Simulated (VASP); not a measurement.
# CsLiCr2Te2S3 (R32) in VASP: settings compared, part 2 of 2

VASP 6.6.1. Earlier steps stand in the parts before.

## Step 4: Relaxation of cell and atoms, PBE+D2, collinear spin, ferromagnetic start

INCAR reads:

```
SYSTEM = CsLiCr2Te2S3
  PREC = Accurate
  ENCUT = 600
  EDIFF = 1E-6
  ISMEAR = -1
  SIGMA = 0.05
  LREAL = .False.
  LASPH = .True.
  NELM = 150
  ALGO = Normal
  ISIF = 3
  LWAVE = .False.
  LCHARG = .False.
  ISPIN = 2
  MAGMOM = 0 0 3 3 0 0 0 0 0
  LORBIT = 11
  LMAXMIX = 4
  GGA = PE
  IVDW = 1
  IBRION = 2
  NSW = 60
  EDIFFG = -0.02
  KPAR = 4
```

KPOINTS reads:

```
regular mesh
0
Gamma
  5 5 5
  0 0 0
```

POSCAR reads:

```
CsLiCr2Te2S3
1.0
    3.3192900000      1.9163900000      6.8798200000
   -3.3192900000      1.9163900000      6.8798200000
    0.0000000000     -3.8327900000      6.8798200000
Cs Li Cr Te S
1 1 2 2 3
Direct
    0.0000000000      0.0000000000      0.0000000000
    0.5000000000      0.5000000000      0.5000000000
    0.7984800000      0.7984800000      0.7984800000
    0.2015200000      0.2015200000      0.2015200000
    0.6799000000      0.6799000000      0.6799000000
    0.3201000000      0.3201000000      0.3201000000
    0.1362600000      0.8637400000      0.5000000000
    0.5000000000      0.1362600000      0.8637400000
    0.8637400000      0.5000000000      0.1362600000
```

Command:

```
$ cat potpaw_PBE.64/Cs_sv/POTCAR potpaw_PBE.64/Li_sv/POTCAR potpaw_PBE.64/Cr_pv/POTCAR potpaw_PBE.64/Te/POTCAR potpaw_PBE.64/S/POTCAR > POTCAR
$ mpirun -np 4 vasp_std > vasp.out
```

Wall time 87 min (4 MPI ranks of Intel Xeon Platinum 8259CL at 2.50GHz (Skylake/Cascade Lake), shared host); peak memory 1.2 GiB.

It converged, with:

| Property | Result |
| --- | --- |
| Free energy | -49.8030 eV |
| Relaxed volume | 25.49 Å³/atom |
| Relaxed cell | a = 7.160 Å, b = 7.160 Å, c = 7.160 Å, α = 55.01°, β = 55.01°, γ = 55.01° |
| Space group after relaxing (to 0.05 Å) | R32 (No. 155) |
| Energy gained by relaxing | 64.2 meV/atom |
| Ionic steps | 20 |
| Pressure after relaxing | 0.0 GPa |
| Largest force after relaxing | 0.013 eV/Å |
| Band gap on the k mesh | none (metal or under the smearing width) |
| Net moment | 4.00 μB per cell |
| Site moments | Cs -0.01; Li +0.00; Cr +2.28; Te -0.22; S -0.08 μB |
| Valence electrons inside the program's atomic spheres | Cs 6.58; Li 2.06; Cr 10.85; Te 3.41; S 3.75 |
| Dispersion energy per atom | -0.489 eV |

Forces in eV/Å, atoms in the order of the input:
```
Cs   0.000  0.000  0.000
Li   0.000  0.000  0.000
Cr   0.000  0.000 -0.007
Cr   0.000  0.000  0.007
Te   0.000  0.000  0.013
Te   0.000  0.000 -0.013
S   -0.008  0.000  0.000
S    0.004 -0.007  0.000
S    0.004  0.007  0.000
```

Step by step:
| step | energy change (eV) | largest force (eV/Å) | pressure (GPa) | volume (Å³) |
| --- | --- | --- | --- | --- |
| 1 | 0.0000 | 0.1272 | -2.20 | 262.58 |
| 2 | -0.1276 | 0.8760 | 0.37 | 247.62 |
| 3 | -0.1276 | 0.8550 | 0.31 | 247.93 |
| 4 | -0.2243 | 0.6590 | 0.47 | 243.54 |
| 5 | -0.3604 | 0.8622 | 1.57 | 230.30 |
| 6 | -0.4214 | 0.7690 | 0.88 | 230.81 |
| 7 | -0.4407 | 0.6956 | 0.30 | 231.26 |
| 8 | -0.4654 | 0.5676 | 0.08 | 232.00 |
| 9 | -0.5081 | 0.2393 | -0.53 | 234.22 |
| 10 | -0.5123 | 0.2678 | -0.77 | 235.14 |
| 11 | -0.5329 | 0.2424 | -0.14 | 232.31 |
| 12 | -0.5360 | 0.2293 | 0.21 | 230.80 |
| 13 | -0.5481 | 0.1856 | 0.15 | 230.63 |
| 14 | -0.5720 | 0.0661 | -0.03 | 230.09 |
| 15 | -0.5535 | 0.2938 | -0.25 | 228.97 |
| 16 | -0.5766 | 0.0532 | -0.10 | 229.78 |
| 17 | -0.5767 | 0.0517 | -0.11 | 229.73 |
| 18 | -0.5766 | 0.0467 | 0.25 | 228.56 |
| 19 | -0.5772 | 0.0306 | 0.06 | 229.18 |
| 20 | -0.5775 | 0.0132 | 0.05 | 229.38 |

Final structure:
```
CELL_PARAMETERS angstrom
3.30644 1.90897 6.05671
-3.30644 1.90897 6.05671
0.00000 -3.81796 6.05671
ATOMIC_POSITIONS crystal
Cs 0.00000 0.00000 0.00000
Li 0.50000 0.50000 0.50000
Cr 0.79356 0.79356 0.79356
Cr 0.20644 0.20644 0.20644
Te 0.66016 0.66016 0.66016
Te 0.33984 0.33984 0.33984
S 0.13060 0.86940 0.50000
S 0.50000 0.13060 0.86940
S 0.86940 0.50000 0.13060
```

Levels at points of the mesh, in eV from the Fermi level:
Spin up:
```csv
k point,band 31,band 32,band 33,band 34,band 35,band 36,band 37,band 38,band 39,band 40
"(0.00, 0.00, 0.00)",-1.50,-0.30,-0.30,-0.17,-0.17,0.04,0.21,0.21,1.84,1.84
```
Spin down:
| k point | band 29 | band 30 | band 31 | band 32 | band 33 | band 34 |
| --- | --- | --- | --- | --- | --- | --- |
| (0.00, 0.00, 0.00) | -1.37 | -0.16 | -0.16 | 0.61 | 0.61 | 0.88 |

Caveat: the cutoff is under 1.25 times the usual one of these potentials, so pressure, stress and relaxed cells hold a basis-set (Pulay) error; atom-pairwise D2, TS and ULG terms overbind metals; only a ferromagnetic start was run, and an antiferromagnetic order may lie lower in energy; pairwise dispersion overbinds metals, which lowers pressure and volume. With open d or f shells a metallic result of PBE can be an artefact of self-interaction; +U or a hybrid may open a gap.

## Step 5: Relaxation of cell and atoms, PBE+D3, collinear spin, ferromagnetic start

Changes to INCAR since step 4:

```diff
@@ -18,3 +18,3 @@
   GGA = PE
-  IVDW = 1
+  IVDW = 11
   IBRION = 2
```

KPOINTS is that of step 4.

POSCAR is that of step 4.

Potentials or basis: VASP PAW PBE potentials, release 64 (Cs_sv, Li_sv, Cr_pv, Te, S).

Command:

```
$ cat potpaw_PBE.64/Cs_sv/POTCAR potpaw_PBE.64/Li_sv/POTCAR potpaw_PBE.64/Cr_pv/POTCAR potpaw_PBE.64/Te/POTCAR potpaw_PBE.64/S/POTCAR > POTCAR
$ mpirun -np 4 vasp_std > vasp.out
```

OUTCAR:

```text
SYSTEM = CsLiCr2Te2S3
   PREC = Accurate
   ENCUT = 600
   EDIFF = 1E-6
   ISMEAR = -1
   LREAL = .False.
   LASPH = .True.
   NELM = 150
   ISIF = 3
   ISPIN = 2
   LORBIT = 11
   GGA = PE
   IVDW = 11
   IBRION = 2
   NSW = 60
   EDIFFG = -0.02
 IVDW          = 11

 ion  position               nearest neighbor table
   1  0.000  0.000  0.000-
   2  0.500  0.500  0.500-   7 2.41   8 2.41   9 2.41
   3  0.798  0.798  0.798-   7 2.24   8 2.24   9 2.24   5 2.45
   4  0.202  0.202  0.202-   7 2.24   9 2.24   8 2.24   6 2.45
   5  0.680  0.680  0.680-   3 2.45
   6  0.320  0.320  0.320-   4 2.45
   7  0.136  0.864  0.500-   3 2.24   4 2.24   2 2.41
   8  0.500  0.136  0.864-   3 2.24   4 2.24   2 2.41
   9  0.864  0.500  0.136-   4 2.24   3 2.24   2 2.41

  LATTYP: Found a trigonal (rhomboedric) cell.
 ALAT       =     7.8754149077
 COS(alpha) =     0.6447177554

  Lattice vectors:

[... 1310 lines left out ...]
     41       4.9307      0.00000
     42       8.3116      0.00000
 Fermi energy:         3.4595131937

 spin component 2

 k-point     1 :       0.0000    0.0000    0.0000
  band No.  band energies     occupation
      1     -42.4528      1.00000
      2     -38.6545      1.00000
      3     -38.6537      1.00000
      4     -38.4290      1.00000
      5     -38.4290      1.00000
      6     -38.4252      1.00000
[... 884 lines left out ...]
  FREE ENERGIE OF THE ION-ELECTRON SYSTEM (eV)
  ---------------------------------------------------
  free  energy   TOTEN  =       -47.9894633722 eV

  energy  without entropy=      -47.9656432116  energy(sigma->0) =      -47.97755329

 reached required accuracy - stopping structural energy minimisation

 total charge

# of ion       s       p       d       tot
------------------------------------------
    1        1.835   4.698   0.044   6.576
    2        2.018   0.048   0.000   2.066
    3        0.346   6.294   4.176  10.816
    4        0.346   6.294   4.176  10.816
    5        1.386   1.992   0.021   3.399
    6        1.386   1.992   0.021   3.399
    7        1.332   2.421   0.000   3.753
    8        1.332   2.421   0.000   3.753
    9        1.332   2.421   0.000   3.753
--------------------------------------------------
tot         11.310  28.581   8.437  48.328

 magnetization (x)

# of ion       s       p       d       tot
------------------------------------------
    1       -0.000  -0.006  -0.002  -0.009
    2        0.002   0.002   0.000   0.004
    3        0.031   0.028   2.248   2.307
    4        0.031   0.028   2.248   2.307
    5       -0.006  -0.224   0.004  -0.227
    6       -0.006  -0.224   0.004  -0.227
    7       -0.004  -0.078   0.000  -0.082
    8       -0.004  -0.078   0.000  -0.082
    9       -0.004  -0.078   0.000  -0.082
--------------------------------------------------
tot          0.041  -0.632   4.501   3.910
```

OSZICAR:

```text
N       E                     dE             d eps       ncg     rms          rms(c)
DAV:   1     0.598098132669E+03    0.59810E+03   -0.33035E+04  3560   0.158E+03
[... 187 lines left out ...]
DAV:   1    -0.456305934872E+02    0.78354E-03   -0.17978E-02  3788   0.126E+00    0.155E-01
DAV:   2    -0.456315208453E+02   -0.92736E-03   -0.66844E-03  3948   0.586E-01    0.314E-01
DAV:   3    -0.456305354724E+02    0.98537E-03   -0.33382E-03  3810   0.440E-01    0.500E-02
DAV:   4    -0.456305268475E+02    0.86249E-05   -0.14380E-04  3632   0.556E-02    0.310E-02
DAV:   5    -0.456305200440E+02    0.68035E-05   -0.21442E-05  4492   0.300E-02    0.156E-02
DAV:   6    -0.456305186751E+02    0.13688E-05   -0.50580E-06  3442   0.119E-02    0.619E-03
DAV:   7    -0.456305186178E+02    0.57347E-07   -0.12009E-06  1804   0.558E-03
  18 F= -.47989463E+02 E0= -.47977553E+02  d E =-.147314E-03  mag=     4.0035
```

CONTCAR:

```text
CsLiCr2Te2S3
   1.00000000000000
     3.2936642006211256    1.9015951333832490    6.5115837259818772
    -3.2936642006211256    1.9015951333832490    6.5115837259818772
     0.0000000000000000   -3.8031996540481514    6.5115835785009999
  Cs              Li              Cr              Te              S
     1     1     2     2     3
Direct
     0.0000000000000000    0.0000000000000000    0.0000000000000000
     0.5000000000000000    0.5000000000000000    0.5000000000000000
     0.7963314314845827    0.7963314314845827    0.7963314314902178
     0.2036685685154173    0.2036685685154173    0.2036685685097823
     0.6715202609287497    0.6715202609287497    0.6715202609159451
     0.3284797390712501    0.3284797390712501    0.3284797390840550
     0.1376749472704889    0.8623250527295110    0.5000000000000000
     0.4999999999891305    0.1376749472596194    0.8623250527035388
     0.8623250527403806    0.5000000000108697    0.1376749472964614

  0.00000000E+00  0.00000000E+00  0.00000000E+00
  0.00000000E+00  0.00000000E+00  0.00000000E+00
  0.00000000E+00  0.00000000E+00  0.00000000E+00
  0.00000000E+00  0.00000000E+00  0.00000000E+00
  0.00000000E+00  0.00000000E+00  0.00000000E+00
  0.00000000E+00  0.00000000E+00  0.00000000E+00
  0.00000000E+00  0.00000000E+00  0.00000000E+00
  0.00000000E+00  0.00000000E+00  0.00000000E+00
  0.00000000E+00  0.00000000E+00  0.00000000E+00
```

It took 55 min on 4 MPI ranks of Intel Xeon Platinum 8259CL at 2.50GHz (Skylake/Cascade Lake), shared host; peak memory 1.1 GiB.

Results:

```yaml
Free_energy: -47.9895 eV
Relaxed_volume: 27.19 Å³/atom
Relaxed_cell: a = 7.541 Å, b = 7.541 Å, c = 7.541 Å, α = 51.80°, β = 51.80°, γ = 51.80°
Space_group_after_relaxing_to_0.05_Å: R32 (No. 155)
Energy_gained_by_relaxing: 8.0 meV/atom
Ionic_steps: 18
Pressure_after_relaxing: 0.0 GPa
Largest_force_after_relaxing: 0.015 eV/Å
Band_gap_on_the_k_mesh: none (metal or under the smearing width)
Net_moment: 4.00 μB per cell
Site_moments: Cs -0.01; Li +0.00; Cr +2.31; Te -0.23; S -0.08 μB
Valence_electrons_inside_the_program's_atomic_spheres: Cs 6.58; Li 2.07; Cr 10.82; Te 3.40; S 3.75
Dispersion_energy_per_atom: -0.262 eV
```

Forces on the atoms (eV/Å):
```
Cs   0.000  0.000  0.000
Li   0.000  0.000  0.000
Cr   0.000  0.000 -0.014
Cr   0.000  0.000  0.014
Te   0.000  0.000 -0.001
Te   0.000  0.000  0.001
S    0.015  0.000  0.000
S   -0.008  0.013  0.000
S   -0.008 -0.013  0.000
```

The path:
```tsv
step	energy change (eV)	largest force (eV/Å)	pressure (GPa)	volume (Å³)
1	0.0000	0.0340	-1.11	262.58
2	-0.0265	0.2552	0.06	254.95
3	-0.0266	0.2482	0.05	255.15
4	-0.0341	0.1583	0.01	254.06
5	-0.0414	0.2464	0.01	251.67
6	-0.0459	0.1892	0.03	251.15
7	-0.0538	0.0832	0.02	249.58
8	-0.0546	0.1209	0.01	248.91
9	-0.0565	0.1181	-0.01	248.67
10	-0.0611	0.1140	-0.07	247.95
11	-0.0654	0.1086	-0.18	246.48
12	-0.0683	0.0568	0.10	244.62
13	-0.0683	0.0657	0.12	244.43
14	-0.0702	0.0566	0.11	244.42
15	-0.0709	0.1106	0.07	244.42
16	-0.0716	0.0222	-0.02	244.87
17	-0.0717	0.0306	-0.01	244.81
18	-0.0718	0.0151	0.01	244.70
```

Final structure:
```
CELL_PARAMETERS angstrom
3.29366 1.90160 6.51158
-3.29366 1.90160 6.51158
0.00000 -3.80320 6.51158
ATOMIC_POSITIONS crystal
Cs 0.00000 0.00000 0.00000
Li 0.50000 0.50000 0.50000
Cr 0.79633 0.79633 0.79633
Cr 0.20367 0.20367 0.20367
Te 0.67152 0.67152 0.67152
Te 0.32848 0.32848 0.32848
S 0.13767 0.86233 0.50000
S 0.50000 0.13767 0.86233
S 0.86233 0.50000 0.13767
```

Caveat: the cutoff is under 1.25 times the usual one of these potentials, so pressure, stress and relaxed cells hold a basis-set (Pulay) error; only a ferromagnetic start was run, and an antiferromagnetic order may lie lower in energy; pairwise dispersion overbinds metals, which lowers pressure and volume. With open d or f shells a metallic result of PBE can be an artefact of self-interaction; +U or a hybrid may open a gap.

## Step 6: Overview

```tsv
level	gap on the mesh (eV)	pressure (GPa)	moment (μB)	relaxed volume (Å³/atom)	largest force (eV/Å)
PBE	none	0.0	4.00	29.09	-
PBEsol	none	0.0	4.00	26.41	-
PBE+D2	none	0.0	4.00	25.49	0.01
PBE+D3	none	0.0	4.00	27.19	0.02
```

Alike in all rows: task relaxation of cell and atoms; potentials or basis VASP PAW PBE potentials, release 64 (Cs_sv, Li_sv, Cr_pv, Te, S); spin collinear, ferromagnetic start; cell relaxed; k mesh 5 × 5 × 5; cutoff (eV) 600; smearing fermi-dirac 0.05 eV.

Caveats: the cutoff is under 1.25 times the usual one of these potentials, so pressure, stress and relaxed cells hold a basis-set (Pulay) error; only a ferromagnetic start was run, and an antiferromagnetic order may lie lower in energy; pairwise dispersion overbinds metals, which lowers pressure and volume (some runs); the PAW data sets were made with another functional, which shifts forces and pressure a little (some runs); atom-pairwise D2, TS and ULG terms overbind metals (some runs).

Absolute energies hang on the potentials; compare differences alone.
